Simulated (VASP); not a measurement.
# Zn8NO7 (a cell with a defect) in VASP: relaxation of the atoms with PBE

Aim: the relaxation of the atoms of Zn8NO7 (a cell with a defect) with PBE.

Program: VASP 6.6.1. These are calculated values, not measurements. Logs are shortened: lines on timing, memory, paths and dates and some standing lists are left out, and cuts for length are marked.

### Step 1. The structure

The cell holds a defect, 16 atoms: a = 5.300 Å, b = 6.573 Å, c = 6.573 Å, α = 120.00°, β = 90.00°, γ = 90.00°.

### Step 2. Relaxation of the atoms, PBE

The input, INCAR:

```
  PREC = Normal
  ENCUT = 450
  EDIFF = 1E-6
  ISMEAR = 0
  SIGMA = 0.01
  LREAL = Auto
  LASPH = True
  NELM = 80
  ALGO = Normal
  ISIF = 2
  LWAVE = False
  LCHARG = False
  GGA = PE
  IBRION = 2
  NSW = 70
  EDIFFG = -0.025
  ICORELEVEL = 1
  NELECT = 144.0
  KPAR = 2
```

The input, KPOINTS:

```
regular mesh
0
Gamma
  3 3 3
```

The input, POSCAR:

```
Zn8NO7
1.0
    0.0000000000      0.0000000000     -5.3003900000
   -3.2865000000      5.6923860000      0.0000000000
    6.5730020000      0.0000000000      0.0000000000
Zn N O
8 1 7
Direct
    0.5001730000      0.3333335000      0.1666665000
    0.5001730000      0.8333335000      0.1666665000
    0.5001730000      0.3333335000      0.6666665000
    0.5001730000      0.8333335000      0.6666665000
    0.0001730000      0.1666665000      0.3333335000
    0.0001730000      0.6666665000      0.3333335000
    0.0001730000      0.1666665000      0.8333335000
    0.0001730000      0.6666665000      0.8333335000
    0.6208170000      0.1666665000      0.3333335000
    0.6208170000      0.6666665000      0.3333335000
    0.6208170000      0.1666665000      0.8333335000
    0.6208170000      0.6666665000      0.8333335000
    0.1208170000      0.3333335000      0.1666665000
    0.1208170000      0.8333335000      0.1666665000
    0.1208170000      0.3333335000      0.6666665000
    0.1208170000      0.8333335000      0.6666665000
```

Potentials or basis: VASP PAW PBE potentials, release 64 (Zn, N, O).

Started as:

```
cat potpaw_PBE.64/Zn/POTCAR potpaw_PBE.64/N/POTCAR potpaw_PBE.64/O/POTCAR > POTCAR
mpirun -np 2 vasp_std > vasp.out
```

OUTCAR:

```text
PREC = Normal
   ENCUT = 450
   EDIFF = 1E-6
   ISMEAR = 0
   LREAL = Auto
   LASPH = True
   NELM = 80
   ISIF = 2
   GGA = PE
   IBRION = 2
   NSW = 70
   EDIFFG = -0.025
   NELECT = 144.0

 ion  position               nearest neighbor table
   1  0.500  0.333  0.167-  10 2.00  11 2.00   9 2.00  13 2.01
   2  0.500  0.833  0.167-   9 2.00  12 2.00  10 2.00  14 2.01
   3  0.500  0.333  0.667-  12 2.00   9 2.00  11 2.00  15 2.01
   4  0.500  0.833  0.667-  11 2.00  10 2.00  12 2.00  16 2.01
   5  0.000  0.167  0.333-  14 2.00  15 2.00  13 2.00   9 2.01
   6  0.000  0.667  0.333-  13 2.00  16 2.00  14 2.00  10 2.01
[... 8 lines left out ...]
  15  0.121  0.333  0.667-   8 2.00   5 2.00   7 2.00   3 2.01
  16  0.121  0.833  0.667-   7 2.00   6 2.00   8 2.00   4 2.01

  LATTYP: Found a hexagonal cell.
 ALAT       =     6.5730008841
 C/A-ratio  =     0.8063881465

  Lattice vectors:

 A1 = (  -3.2865000000,   5.6923860000,   0.0000000000)
 A2 = (   6.5730020000,   0.0000000000,   0.0000000000)
 A3 = (   0.0000000000,   0.0000000000,  -5.3003900000)

Analysis of symmetry for initial positions (statically):
=====================================================================
 Subroutine PRICEL returns:
 Original cell was already a primitive cell.

 Routine SETGRP: Setting up the symmetry group for a
 hexagonal supercell.

 Subroutine GETGRP returns: Found  6 space group operations
 (whereof  2 operations were pure point group operations)
 out of a pool of 24 trial point group operations.

The static configuration has the point symmetry C_1h.
 The point group associated with its full space group is C_3v.

Analysis of symmetry for dynamics (positions and initial velocities):
=====================================================================
 Subroutine PRICEL returns:
 Original cell was already a primitive cell.

 Routine SETGRP: Setting up the symmetry group for a
 hexagonal supercell.

 Subroutine GETGRP returns: Found  6 space group operations
 (whereof  2 operations were pure point group operations)
 out of a pool of 24 trial point group operations.

The dynamic configuration has the point symmetry C_1h.
 The point group associated with its full space group is C_3v.

 Subroutine INISYM returns: Found  6 space group operations
 (whereof  2 operations are pure point group operations),
 and found     1 'primitive' translations

----------------------------------------------------------------------------------------

                                     Primitive cell

  volume of cell :     198.3197

  direct lattice vectors                    reciprocal lattice vectors
     0.000000000  0.000000000 -5.300390000     0.000000000  0.000000000 -0.188665362
[... 136 lines left out ...]

 number of electron     144.0000206 magnetization

 Free energy of the ion-electron system (eV)
  ---------------------------------------------------
  ext. energy  EPLUGINS =         0.00000000
  ---------------------------------------------------
  free energy    TOTEN  =       -68.91403736 eV

  energy without entropy =      -68.91361945  energy(sigma->0) =      -68.91382840

------------------------ aborting loop because EDIFF is reached ----------------------------------------

  FORCE on cell =-STRESS in cart. coord.  units (eV):
  Direction    XX          YY          ZZ          XY          YZ          ZX
  --------------------------------------------------------------------------------------
  -------------------------------------------------------------------------------------
  Total        6.8058963      6.8058946      7.2487568      0.0000012      0.0000000     -0.0000000
  in kB       54.9831957     54.9831820     58.5609589      0.0000097      0.0000000     -0.0000000
  external PRESSURE =      56.1757789 kB  Pullay stress =       0.0000000 kB
[... 131 lines left out ...]
  FREE ENERGIE OF THE ION-ELECTRON SYSTEM (eV)
  ---------------------------------------------------
  free  energy   TOTEN  =       -69.1277429714 eV

  energy  without entropy=      -69.1277429714  energy(sigma->0) =      -69.12774297

[... ionic steps 4 to 8 ...]

--------------------------------------- Ionic step        9  -------------------------------------------

 number of electron     144.0000114 magnetization

------------------------ aborting loop because EDIFF is reached ----------------------------------------
[... 95 lines left out ...]
--------------------------------------- Ionic step       11  -------------------------------------------

 number of electron     144.0000115 magnetization

 Free energy of the ion-electron system (eV)
  ---------------------------------------------------
  ext. energy  EPLUGINS =         0.00000000
  ---------------------------------------------------
  free energy    TOTEN  =       -69.13533664 eV

  energy without entropy =      -69.13533664  energy(sigma->0) =      -69.13533664

 the core state eigenenergies are
   1-  1s  -9517.2267  2s  -1150.7921  2p   -996.4319  3s   -122.3063  3p    -76.4987

   2-  1s  -9517.2267  2s  -1150.7921  2p   -996.4319  3s   -122.3063  3p    -76.4987

   3-  1s  -9517.2267  2s  -1150.7921  2p   -996.4319  3s   -122.3063  3p    -76.4987
[... 11 lines left out ...]
   9-  1s   -373.1706
  10-  1s   -503.8386
  11-  1s   -503.8386
  12-  1s   -503.8386
  13-  1s   -503.8519
  14-  1s   -503.8519
  15-  1s   -503.8519
  16-  1s   -504.1081

 E-fermi :   1.7485     XC(G=0): -10.8035

 val. band max:        1.6262636086   @ k =   0.0000   0.0000   0.0000
 cond. band min:       1.8306776052   @ k =   0.0000   0.0000   0.0000
 fundamental gap:      0.2044139965
 Fermi energy:         1.7484513473

 k-point     1 :       0.0000    0.0000    0.0000
  band No.  band energies     occupation
      1     -16.8526      2.00000
      2     -16.2734      2.00000
      3     -16.2439      2.00000
      4     -16.2439      2.00000
      5     -16.2114      2.00000
      6     -16.0340      2.00000
[... 598 lines left out ...]
     83       9.4693      0.00000
     84       9.5184      0.00000
 [bands above 84 left out]

------------------------ aborting loop because EDIFF is reached ----------------------------------------

  FORCE on cell =-STRESS in cart. coord.  units (eV):
  Direction    XX          YY          ZZ          XY          YZ          ZX
  --------------------------------------------------------------------------------------
  -------------------------------------------------------------------------------------
  Total        7.1166752      7.1166735      7.4105610      0.0000013      0.0000000      0.0000000
  in kB       57.4939038     57.4938894     59.8681363      0.0000101      0.0000000      0.0000000
  external PRESSURE =      58.2853098 kB  Pullay stress =       0.0000000 kB
[... 31 lines left out ...]
  FREE ENERGIE OF THE ION-ELECTRON SYSTEM (eV)
  ---------------------------------------------------
  free  energy   TOTEN  =       -69.1353366401 eV

  energy  without entropy=      -69.1353366401  energy(sigma->0) =      -69.13533664

 reached required accuracy - stopping structural energy minimisation
```

OSZICAR:

```text
N       E                     dE             d eps       ncg     rms          rms(c)
DAV:   1     0.166392176283E+04    0.16639E+04   -0.60327E+04  1204   0.220E+03
DAV:   2     0.256698189617E+03   -0.14072E+04   -0.13292E+04  1204   0.574E+02
[... 92 lines left out ...]
       N       E                     dE             d eps       ncg     rms          rms(c)
DAV:   1    -0.691351471062E+02   -0.66894E-04   -0.13487E-01  1204   0.142E+00    0.530E-02
DAV:   2    -0.691353528854E+02   -0.20578E-03   -0.23672E-03  1376   0.274E-01    0.311E-02
DAV:   3    -0.691353429996E+02    0.98858E-05   -0.69305E-05  1420   0.793E-02    0.247E-02
DAV:   4    -0.691353358167E+02    0.71829E-05   -0.23491E-05  1688   0.814E-02    0.611E-03
DAV:   5    -0.691353366238E+02   -0.80707E-06   -0.14054E-05  1472   0.343E-02    0.331E-03
DAV:   6    -0.691353366401E+02   -0.16342E-07   -0.12693E-06   694   0.963E-03
  11 F= -.69135337E+02 E0= -.69135337E+02  d E =-.256449E-03
```

Wall time 7.3 min (2 MPI ranks of Intel Xeon Platinum 8259CL at 2.50GHz (Skylake/Cascade Lake), shared host); peak memory 0.22 GiB.

What came out:

```yaml
Free_energy: -69.1353 eV
Energy_gained_by_relaxing: 13.8 meV/atom
Ionic_steps: 11
Largest_force_after_relaxing: 0.014 eV/Å
Band_gap_on_the_k_mesh: 0.20 eV, direct
```

Forces on the atoms (eV/Å):
```
Zn   0.010 -0.006 -0.006
Zn   0.000  0.011 -0.006
Zn  -0.010 -0.006 -0.006
Zn   0.000  0.000  0.013
Zn   0.000  0.000 -0.014
Zn   0.009  0.005  0.007
Zn   0.000 -0.010  0.007
Zn  -0.009  0.005  0.007
N    0.000  0.000 -0.014
O    0.002  0.001  0.004
O    0.000 -0.002  0.004
O   -0.002  0.001  0.004
O   -0.007  0.004 -0.003
O    0.000 -0.008 -0.003
O    0.007  0.004 -0.003
O    0.000  0.000  0.009
```

The path:
```csv
step,energy change (eV),largest force (eV/Å),pressure (GPa)
1,0.0000,1.1857,5.62
2,-0.2020,0.3464,5.72
3,-0.2137,0.1562,5.85
4,-0.2137,0.1687,5.87
5,-0.2194,0.0650,5.85
6,-0.2202,0.1197,5.84
7,-0.2202,0.1107,5.85
8,-0.2210,0.0411,5.83
9,-0.2210,0.0562,5.82
10,-0.2210,0.0529,5.83
11,-0.2213,0.0142,5.83
```

Final structure:
```
CELL_PARAMETERS angstrom
0.00000 0.00000 -5.30039
-3.28650 5.69239 0.00000
6.57300 0.00000 0.00000
ATOMIC_POSITIONS crystal
Zn 0.50475 0.32657 0.17343
Zn 0.50475 0.84687 0.17343
Zn 0.50475 0.32657 0.65313
Zn 0.50328 0.83333 0.66667
Zn 0.98891 0.16667 0.33333
Zn 0.99740 0.66531 0.33062
Zn 0.99740 0.16938 0.83469
Zn 0.99740 0.66531 0.83469
N 0.62362 0.16667 0.33333
O 0.61947 0.66647 0.33295
O 0.61947 0.16705 0.83353
O 0.61947 0.66647 0.83353
O 0.12238 0.33568 0.16432
O 0.12238 0.82865 0.16432
O 0.12238 0.33568 0.67135
O 0.12010 0.83333 0.66667
```

Core levels (eV, on the scale of the bands):
| atom | levels |
| --- | --- |
| 1 Zn | 1s -9517.2, 2s -1150.8, 2p -996.4, 3s -122.3, 3p -76.5 |
| 2 Zn | 1s -9517.2, 2s -1150.8, 2p -996.4, 3s -122.3, 3p -76.5 |
| 3 Zn | 1s -9517.2, 2s -1150.8, 2p -996.4, 3s -122.3, 3p -76.5 |
| 4 Zn | 1s -9517.6, 2s -1151.1, 2p -996.8, 3s -122.7, 3p -76.9 |
| 5 Zn | 1s -9517.4, 2s -1150.9, 2p -996.6, 3s -122.4, 3p -76.6 |
| 6 Zn | 1s -9517.6, 2s -1151.1, 2p -996.8, 3s -122.7, 3p -76.9 |

Caveat: the cell is charged against a uniform background, so pressure and absolute levels hang on convention; the cutoff is under 1.25 times the usual one of these potentials, so pressure, stress and relaxed cells hold a basis-set (Pulay) error.
